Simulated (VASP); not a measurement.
The cell holds one SnSe$_{2}$ (1T layered) monolayer, with vacuum along c. Ionisation potential and electron affinity count from the cell's own band edges, surface states included.

Data:

```
CELL_PARAMETERS angstrom
      3.82804     0.00000     0.00000
     -1.91402     3.31518     0.00000
      0.00000     0.00000    18.77433
ATOMIC_POSITIONS crystal
  Se 0.66667 0.33333 0.41489
  Se 0.33333 0.66667 0.58511
  Sn 0.00000 0.00000 0.50000
```

The numbers are results of PBE GGA with D3 dispersion (Becke-Johnson damping), VASP's PBE PAW potentials (set 64) (plane waves; VASP), not measurements. Settings: 400 eV cut-off, 12×12×1 Γ-centred mesh, Gaussian smearing of 0.050 eV, potentials Se Sn_d.

Question: Predict its energy to cut it from the bulk, per area, ionisation potential, electron affinity.

Answer: 
The energy to cut it from the bulk, per area is 22.4 meV/Å², the ionisation potential comes out as 5.99 eV and the electron affinity is 5.20 eV.

The cell is a sheet with vacuum, built from SnSe2 (1T layered).
